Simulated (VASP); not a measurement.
Here is the system:

```
CELL_PARAMETERS angstrom
      3.57013     0.00000     0.00000
      0.00000     3.57013     0.00000
      0.00000     0.00000     3.57013
ATOMIC_POSITIONS crystal
  Tl 0.00000 0.00000 0.00000
  Cl 0.50000 0.50000 0.50000
```

Level of theory: LDA (Ceperley-Alder, Perdew-Zunger), VASP's LDA PAW potentials (set 64) (plane waves; VASP 6.6.1). Run with 500 eV cut-off, 7×7×7 Γ-centred mesh, Gaussian smearing of 0.050 eV, potentials Tl_d Cl.

Predict the energy per atom (σ→0), pressure.

```json
{
 "energy per atom (σ→0)": "-3.468 eV/atom",
 "pressure": "5.02 GPa"
}
```

Total energies compare only between runs with the same potentials, cut-off and functional.

The compound is TlCl in the CsCl type structure. It was relaxed first under an external pressure of 5 GPa.
